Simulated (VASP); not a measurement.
VASP input:

**INCAR**
```
SYSTEM = MgB2
PREC = Accurate
ENCUT = 520
EDIFF = 1E-6
NELM = 100
ALGO = Normal
LREAL = .FALSE.
LASPH = .TRUE.
ISMEAR = 1
SIGMA = 0.1
GGA = PE
LWAVE = .FALSE.
LCHARG = .FALSE.
ISIF = 2
```

**KPOINTS**
```
Automatic mesh
0
Gamma
8 8 7
0 0 0
```

File POSCAR:
```
MgB2
1
    1.5759000000     2.7295380000     0.0000000000
    1.5759000000    -2.7295380000     0.0000000000
    0.0000000000     0.0000000000     3.5904000000
Mg B
1 2
Direct
  0.0000000000   0.0000000000   0.0000000000
  0.6666670000   0.3333330000   0.5000000000
  0.3333330000   0.6666670000   0.5000000000
```

POTCAR, in this order: Mg B (PBE.64 set). Program: vasp_std.

Output of the run:

**standard output**
```
 -----------------------------------------------------------------------------
|                                                                             |
|     EEEEEEE  RRRRRR   RRRRRR   OOOOOOO  RRRRRR      ###     ###     ###     |
|     E        R     R  R     R  O     O  R     R     ###     ###     ###     |
|     E        R     R  R     R  O     O  R     R     ###     ###     ###     |
|     EEEEE    RRRRRR   RRRRRR   O     O  RRRRRR       #       #       #      |
|     E        R   R    R   R    O     O  R   R                               |
|     E        R    R   R    R   O     O  R    R      ###     ###     ###     |
|     EEEEEEE  R     R  R     R  OOOOOOO  R     R     ###     ###     ###     |
|                                                                             |
|     ERROR: the triple product of the basis vectors is negative exchange     |
|     two basis vectors                                                       |
|                                                                             |
|       ---->  I REFUSE TO CONTINUE WITH THIS SICK JOB ... BYE!!! <----       |
|                                                                             |
 -----------------------------------------------------------------------------
```

**Question.** From input and log, find the fault in this run and mend it.

**Answer.** The cause: the lattice vectors form a left-handed set. VASP stops with an error: ERROR: the triple product of the basis vectors is negative exchange two basis vectors ----> I REFUSE TO CONTINUE WITH THIS SICK JOB ... BYE!!! <---- To mend it, correct POSCAR.
### POSCAR
```
MgB2
1
    1.5759000000    -2.7295380000     0.0000000000
    1.5759000000     2.7295380000     0.0000000000
    0.0000000000     0.0000000000     3.5904000000
Mg B
1 2
Direct
  0.0000000000   0.0000000000   0.0000000000
  0.3333330000   0.6666670000   0.5000000000
  0.6666670000   0.3333330000   0.5000000000
```
The mended run (PBE GGA, plane waves, VASP's PBE PAW potentials (set 64)) converges, and its OSZICAR ends with
```
   1 F= -.15252982E+02 E0= -.15252866E+02  d E =-.347025E-03
```

The compound is MgB2 in the AlB2 type structure. The cell was not relaxed at this level.
